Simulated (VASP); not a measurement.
A VASP calculation is set up with these files.

**POSCAR**
```
SnTe
1.0
  0.0000000000   2.8950386639   2.8950386639
  2.8950386639   0.0000000000   2.8950386639
  2.8950386639   2.8950386639   0.0000000000
Sn Te
1 1
Direct
  0.0000000000   0.0000000000   0.0000000000
  0.5000000000   0.5000000000   0.5000000000
```

KPOINTS:
```
Automatic mesh
0
Gamma
11 11 11
0 0 0
```

**INCAR**
```
! general
SYSTEM  = SnTe
PREC    = Accurate
ENCUT   = 500
LREAL   = .FALSE.   ! projection in real space or not
LASPH   = .TRUE.   ! aspherical one-centre terms

! electronic loop
EDIFF   = 1E-6   ! SCF stop (eV)
NELM    = 100   ! most electronic steps
ALGO    = Normal   ! blocked Davidson
LMAXMIX = 4   ! l cut-off of mixed one-centre charges

! smearing
ISMEAR  = 1   ! Methfessel-Paxton
SIGMA   = 0.1   ! width (eV)

! functional
GGA     = PS   ! PBEsol

! ions
IBRION  = 2
NSW     = 40
ISIF    = 3   ! ions, shape and volume
EDIFFG  = -0.02   ! ionic stop
PSTRESS = 300   ! kbar

! output
LWAVE   = .FALSE.
LCHARG  = .FALSE.
```

POTCAR, in this order: Sn_d Te (PBE.64 set). Program: vasp_std.

### Question
Translate this PBEsol calculation to Ansatz.

### Answer
One equivalent input (not run):
Ansatz 0.2 input:
```yaml
crystal:
  lattice:
    - [0.0000000, 2.8950387, 2.8950387]
    - [2.8950387, 0.0000000, 2.8950387]
    - [2.8950387, 2.8950387, 0.0000000]
  atoms:
    - { symbol: Sn, position: [0.0000000, 0.0000000, 0.0000000] }
    - { symbol: Te, position: [0.5000000, 0.5000000, 0.5000000] }
kpoints:
  mp_grid: { grid: [11, 11, 11] }
hamiltonian:
  xc: pbesol
  pseudopotentials: { kind: paw }
scf:
  occupations: { method: methfessel_paxton, width: 0.1 }
  max_iter: 100
relax:
  max_steps: 40
  f_tol: 0.02
  cell: { p_target: 30 }
output: { forces: true, stress: true, eigenvalues: true }
```
Limits of the translation: each code has its own PAW files, so the cut-off isn't converted (ENCUT is set for VASP's; basis.ecutwfc is left out, and Ansatz then takes the one that its files recommend); Ansatz stops its SCF on the density residual and VASP on the energy change (EDIFF).

The structure was generated: SnTe was put into the rock salt type (Fm-3m), which need not be its known phase. This run relaxes it under an external pressure of 30 GPa. Symmetry was kept, so distortions that lower it aren't found.
